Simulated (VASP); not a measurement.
Here is the system:

```xyz
2
Lattice="0.0000 2.8003 2.8003 2.8003 0.0000 2.8003 2.8003 2.8003 0.0000" Properties=species:S:1:pos:R:3 pbc="T T T"
La     0.0000     0.0000     0.0000
N      1.4002     1.4002     1.4002
```

The numbers are results of r2SCAN meta-GGA, VASP's PBE PAW potentials (set 64) (plane waves; VASP), not measurements. Settings: 520 eV cut-off, 9×9×9 Γ-centred mesh, tetrahedra with Blöchl corrections, potentials La N.

Question: Give the energies of bands 6 to 11 at the high-symmetry points, in eV from the valence-band maximum.

Answer: 
```json
[
 {"band": "6", "Γ": "-2.03", "X": "-2.55", "U": "-1.93", "L": "-1.42", "W": "-1.34"},
 {"band": "7", "Γ": "-2.03", "X": "0.00", "U": "-0.46", "L": "-1.42", "W": "-1.18"},
 {"band": "8", "Γ": "-2.03", "X": "0.00", "U": "-0.29", "L": "-0.59", "W": "-0.22"},
 {"band": "9", "Γ": "1.53", "X": "2.52", "U": "2.37", "L": "2.91", "W": "2.62"},
 {"band": "10", "Γ": "4.35", "X": "3.77", "U": "3.94", "L": "4.22", "W": "3.74"},
 {"band": "11", "Γ": "4.35", "X": "4.52", "U": "4.38", "L": "4.26", "W": "4.45"}
]
```

The gap is indirect, 1.53 eV, from the valence maximum at X to the conduction minimum at Γ.

The structure was generated: LaN was put into the zinc blende type (F-43m), which need not be its known phase. It was relaxed first, which changed the volume by -34 %.
